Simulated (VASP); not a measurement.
VASP runs on ZnS (zinc blende) share one base input (PBE GGA, plane waves, VASP's PBE PAW potentials (set 64)) and change the settings named in each case.

INCAR:
```
SYSTEM = ZnS
PREC = Accurate
ENCUT = 400
EDIFF = 1E-6
NELM = 100
ALGO = Normal
LREAL = .FALSE.
LASPH = .TRUE.
ISMEAR = 0
SIGMA = 0.05
GGA = PE
LMAXMIX = 4
LWAVE = .FALSE.
LCHARG = .FALSE.
ISIF = 2
```

POSCAR:
```
ZnS
3.8254480
  0.0000000000   0.7071067232   0.7071067232
  0.7071067232   0.0000000000   0.7071067232
  0.7071067232   0.7071067232   0.0000000000
Zn S
1 1
Cartesian
  0.0000000000   0.0000000000   0.0000000000
  0.3535533616   0.3535533616   0.3535533616
```

KPOINTS:
```
Automatic mesh
0
Gamma
8 8 8
0 0 0
```

POTCAR, in this order: Zn S (PBE.64 set). Program: vasp_std.

```tsv
change	E(σ→0) (eV/atom)	pressure (GPa)	gap on the mesh (eV)
base run	-3.4235	1.26	2.10
LDAU = .TRUE., LDAUJ = 0 0, LDAUL = 2 -1, LDAUTYPE = 2, LDAUU = 1.0 0	-3.3807	0.97	2.17
LDAU = .TRUE., LDAUJ = 0 0, LDAUL = 2 -1, LDAUTYPE = 2, LDAUU = 2.0 0	-3.3424	0.68	2.23
LDAU = .TRUE., LDAUJ = 0 0, LDAUL = 2 -1, LDAUTYPE = 2, LDAUU = 3.0 0	-3.3086	0.27	2.30
LDAU = .TRUE., LDAUJ = 0 0, LDAUL = 2 -1, LDAUTYPE = 2, LDAUU = 4.0 0	-3.2794	-0.15	2.36
LDAU = .TRUE., LDAUJ = 0 0, LDAUL = 2 -1, LDAUTYPE = 2, LDAUU = 5.0 0	-3.2548	-0.65	2.42
LDAU = .TRUE., LDAUJ = 0 0, LDAUL = 2 -1, LDAUTYPE = 2, LDAUU = 6.0 0	-3.2349	?	?
LDAU = .TRUE., LDAUJ = 0 0, LDAUL = 2 -1, LDAUTYPE = 2, LDAUU = 8.0 0	-3.2099	-2.21	2.60
LDAU = .TRUE., LDAUJ = 0 0, LDAUL = 2 -1, LDAUTYPE = 2, LDAUU = 5.0 0, LMAXMIX = 2	-3.2548	-0.64	2.42
```

### Question
Complete the blanks.

### Answer

- LDAU = .TRUE., LDAUJ = 0 0, LDAUL = 2 -1, LDAUTYPE = 2, LDAUU = 6.0 0, pressure (GPa): -1.13
- LDAU = .TRUE., LDAUJ = 0 0, LDAUL = 2 -1, LDAUTYPE = 2, LDAUU = 6.0 0, gap on the mesh (eV): 2.48

Energies of different potentials or functionals have different zeros.

Left out are runs that ran out of time, are held back, or changed the cell or the kind of run, fixed moments of cells without a moment, rows past the twelfth, gaps on odd meshes, pressures of charged cells and columns that move by less than the noise.

The compound is ZnS in the zinc blende structure. The cell was not relaxed at this level.
